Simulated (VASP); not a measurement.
Input for VASP

POSCAR:
```
Ag
1
    0.0000000000     2.0352634268     2.0352634268
    2.0352634268     0.0000000000     2.0352634268
    2.0352634268     2.0352634268     0.0000000000
Ag
1
Direct
  0.0000000000   0.0000000000   0.0000000000
```

INCAR:
```
# general
SYSTEM  = Ag
PREC    = Accurate
ENCUT   = 520
LREAL   = .False.
LASPH   = .True.

# electronic loop
EDIFF   = 1E-7
NELM    = 100
ALGO    = Normal
LMAXMIX = 4

# smearing
ISMEAR  = 1
SIGMA   = 0.1

# functional
GGA     = PE
IVDW    = 11

# ions
ISIF    = 2

# output
LWAVE   = .False.
LCHARG  = .False.
```

File KPOINTS:
```
Automatic mesh
0
Gamma
15 15 15
0 0 0
```

POTCAR, in this order: Ag (PBE.64 set). Program: vasp_std.

Question: Translate this PBE-D3 (zero damping) calculation to Quantum ESPRESSO's pw.x.

Answer: One equivalent input (not run):
```
&CONTROL
  calculation = 'scf'
  pseudo_dir = './pseudo'
  outdir = './out'
  tprnfor = .true.
  tstress = .true.
/
&SYSTEM
  ibrav = 0
  nat = 1
  ntyp = 1
  ecutwfc = 82
  occupations = 'smearing'
  smearing = 'methfessel-paxton'
  degauss = 0.00735
  input_dft = 'pbe'
  vdw_corr = 'grimme-d3'
  dftd3_version = 3
  dftd3_threebody = .false.
/
&ELECTRONS
  conv_thr = 7.3e-09
  electron_maxstep = 100
/
ATOMIC_SPECIES
  Ag 107.868 Ag.upf
CELL_PARAMETERS angstrom
     0.0000000    2.0352634    2.0352634
     2.0352634    0.0000000    2.0352634
     2.0352634    2.0352634    0.0000000
ATOMIC_POSITIONS crystal
  Ag   0.0000000  0.0000000  0.0000000
K_POINTS automatic
  15 15 15 0 0 0
```
Limits of the translation: the potentials are each code's own (VASP's PAW set, PseudoDojo norm-conserving files in pw.x), so ENCUT and ecutwfc are chosen apart and not converted; conv_thr bounds pw.x's estimated SCF error, while EDIFF bounds the energy change between steps.

The compound is Ag in the fcc structure. It was relaxed first.
